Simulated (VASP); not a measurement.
VASP ran on this input.

**POSCAR**
```
Fe
1
   -1.4350000000     1.4350000000     1.4350000000
    1.4350000000    -1.4350000000     1.4350000000
    1.4350000000     1.4350000000    -1.4350000000
Fe
1
Direct
  0.0000000000   0.0000000000   0.0000000000
```

File KPOINTS:
```
Automatic mesh
0
Gamma
13 13 13
0 0 0
```

INCAR:
```
SYSTEM = Fe
PREC = Accurate
ENCUT = 400
EDIFF = 1E-6
NELM = 60
ALGO = VeryFast
LREAL = .FALSE.
LASPH = .TRUE.
ISMEAR = 1
SIGMA = 0.1
GGA = PE
LMAXMIX = 4
ISPIN = 2
MAGMOM = 2.5
LORBIT = 10
LWAVE = .FALSE.
LCHARG = .FALSE.
ISIF = 2
NELMDL = -1
```

POTCAR, in this order: Fe (PBE.64 set). Program: vasp_std.

**Question.** Does this input run properly? What does VASP do?

**Answer.** There is a fault: ALGO = VeryFast starts from random orbitals with almost no delay (NELMDL = -1). The run did not converge; its last values are not results. Against the sound run, the energy per atom (σ→0) rises by 185.085 eV/atom; the pressure increases by 429.57 GPa; the cell moment falls by 1.84 μB.

### standard output
```
...
RMM:  25     0.176878765630E+03    0.84638E-03   -0.27897E-02  5402   0.177E+00    0.118E+01
RMM:  26     0.176876055359E+03   -0.27103E-02   -0.63501E-02  5547   0.147E+00    0.997E+00
RMM:  27     0.176883887419E+03    0.78321E-02   -0.25319E-02  5623   0.114E+00    0.965E+00
RMM:  28     0.176879086459E+03   -0.48010E-02   -0.56938E-02  5626   0.118E+00    0.982E+00
RMM:  29     0.176868552575E+03   -0.10534E-01   -0.28008E-02  5575   0.107E+00    0.110E+01
RMM:  30     0.176867489175E+03   -0.10634E-02   -0.16957E-02  5660   0.779E-01    0.118E+01
RMM:  31     0.176867142195E+03   -0.34698E-03   -0.13077E-02  5730   0.596E-01    0.122E+01
RMM:  32     0.176865481053E+03   -0.16611E-02   -0.14070E-02  5527   0.569E-01    0.120E+01
RMM:  33     0.176862215165E+03   -0.32659E-02   -0.26870E-02  5492   0.891E-01    0.103E+01
RMM:  34     0.176857930133E+03   -0.42850E-02   -0.46079E-02  5912   0.125E+00    0.823E+00
RMM:  35     0.176856374625E+03   -0.15555E-02   -0.17967E-02  5687   0.923E-01    0.615E+00
RMM:  36     0.176856074996E+03   -0.29963E-03   -0.71443E-03  5534   0.667E-01    0.568E+00
RMM:  37     0.176855975415E+03   -0.99581E-04   -0.44262E-03  5451   0.592E-01    0.514E+00
RMM:  38     0.176855694167E+03   -0.28125E-03   -0.27838E-03  5424   0.589E-01    0.501E+00
RMM:  39     0.176853884106E+03   -0.18101E-02   -0.11671E-02  5525   0.579E-01    0.378E+00
RMM:  40     0.176852543252E+03   -0.13409E-02   -0.93874E-03  5591   0.605E-01    0.280E+00
RMM:  41     0.176851557853E+03   -0.98540E-03   -0.84548E-03  5578   0.559E-01    0.227E+00
WARNING in EDDRMM: call to ZHEGV failed, returncode =   6  3      3
RMM:  42     0.176850709262E+03   -0.84859E-03   -0.80682E-03  5588   0.546E-01    0.196E+00
RMM:  43     0.176849636942E+03   -0.10723E-02   -0.10135E-02  5627   0.568E-01    0.240E+00
RMM:  44     0.176848276730E+03   -0.13602E-02   -0.10953E-02  5741   0.590E-01    0.387E+00
RMM:  45     0.176846096911E+03   -0.21798E-02   -0.13533E-02  5795   0.614E-01    0.629E+00
RMM:  46     0.176843068902E+03   -0.30280E-02   -0.15177E-02  5868   0.637E-01    0.898E+00
WARNING in EDDRMM: call to ZHEGV failed, returncode =   8  4      4
RMM:  47     0.176838830753E+03   -0.42381E-02   -0.18860E-02  5912   0.679E-01    0.114E+01
RMM:  48     0.176838543215E+03   -0.28754E-03    0.94707E-04  5505   0.493E-01    0.118E+01
RMM:  49     0.176838937630E+03    0.39441E-03   -0.23811E-03  5483   0.416E-01    0.118E+01
WARNING in EDDRMM: call to ZHEGV failed, returncode =   6  3      1
RMM:  50     0.176838342672E+03   -0.59496E-03   -0.29925E-03  5497   0.375E-01    0.123E+01
RMM:  51     0.176836049829E+03   -0.22928E-02   -0.77480E-03  5660   0.465E-01    0.126E+01
RMM:  52     0.176842466894E+03    0.64171E-02    0.17936E-02  5967   0.697E-01    0.106E+01
RMM:  53     0.176845890435E+03    0.34235E-02   -0.38044E-03  6022   0.750E-01    0.704E+00
RMM:  54     0.176848882890E+03    0.29925E-02   -0.37898E-03  6034   0.864E-01    0.522E+00
RMM:  55     0.176851252961E+03    0.23701E-02   -0.18893E-02  6037   0.931E-01    0.835E+00
RMM:  56     0.176855264344E+03    0.40114E-02   -0.14723E-02  6036   0.880E-01    0.116E+01
WARNING in EDDRMM: call to ZHEGV failed, returncode =   8  4      5
RMM:  57     0.176858969757E+03    0.37054E-02   -0.13793E-02  6035   0.727E-01    0.125E+01
RMM:  58     0.176860462399E+03    0.14926E-02    0.18613E-04  5988   0.486E-01    0.130E+01
RMM:  59     0.176861017113E+03    0.55471E-03   -0.10678E-03  5649   0.358E-01    0.133E+01
RMM:  60     0.176858608872E+03   -0.24082E-02    0.53452E-03  5949   0.555E-01

 -----------------------------------------------------------------------------
|                                                                             |
|           W    W    AA    RRRRR   N    N  II  N    N   GGGG   !!!           |
|           W    W   A  A   R    R  NN   N  II  NN   N  G    G  !!!           |
|           W    W  A    A  R    R  N N  N  II  N N  N  G       !!!           |
|           W WW W  AAAAAA  RRRRR   N  N N  II  N  N N  G  GGG   !            |
|           WW  WW  A    A  R   R   N   NN  II  N   NN  G    G                |
|           W    W  A    A  R    R  N    N  II  N    N   GGGG   !!!           |
|                                                                             |
|     The electronic self-consistency was not achieved in the given           |
|     number of steps (NELM). The forces and other quantities evaluated       |
|     might not be reliable so examine the results carefully. If you find     |
|     spurious results, we suggest increasing NELM, if you were close to      |
|     convergence or switching to a different ALGO or adjusting the           |
|     density mixing parameters otherwise.                                    |
|                                                                             |
 -----------------------------------------------------------------------------

   1 F= 0.17685861E+03 E0= 0.17685872E+03  d E =-.325171E-03  mag=     0.3794
```

OUTCAR:
```
------------------------ aborting loop EDIFF was not reached (unconverged)  ----------------------------
  FORCE on cell =-STRESS in cart. coord.  units (eV):
  Direction    XX          YY          ZZ          XY          YZ          ZX
  --------------------------------------------------------------------------------------
  Total       31.0947679     31.0947679     31.0947679     -0.0000000      0.0000000     -0.0000000
  in kB     4214.8508132   4214.8508132   4214.8508132     -0.0000000      0.0000000     -0.0000000
  external PRESSURE =    4214.8508132 kB  Pullay stress =       0.0000000 kB
  volume of cell :       11.82
      direct lattice vectors                 reciprocal lattice vectors
    -1.435000000  1.435000000  1.435000000     0.000000000  0.348432056  0.348432056
     1.435000000 -1.435000000  1.435000000     0.348432056  0.000000000  0.348432056
     1.435000000  1.435000000 -1.435000000     0.348432056  0.348432056  0.000000000
 POSITION                                       TOTAL-FORCE (eV/Angst)
 -----------------------------------------------------------------------------------
      0.00000      0.00000      0.00000         0.000000      0.000000     -0.000000
 -----------------------------------------------------------------------------------
    total drift:                                0.000000     -0.000000      0.000000
  FREE ENERGIE OF THE ION-ELECTRON SYSTEM (eV)
  ---------------------------------------------------
  free  energy   TOTEN  =       176.8586088721 eV

  energy  without entropy=      176.8589340433  energy(sigma->0) =      176.85871726

 total charge

# of ion       s       p       d       tot
------------------------------------------
    1        5.620   2.996   1.931  10.547

 magnetization (x)

# of ion       s       p       d       tot
------------------------------------------
    1        1.405   0.073   0.097   1.575
```
(Selected blocks of OUTCAR.)

To mend it, set ALGO = Normal, remove NELMDL.

The mended run (PBE GGA, plane waves, VASP's PBE PAW potentials (set 64)) converges, and its OSZICAR ends with
```
   1 F= -.82262588E+01 E0= -.82261999E+01  d E =-.176767E-03  mag=     2.2181
```

The compound is Fe in the bcc structure. The cell was not relaxed at this level.
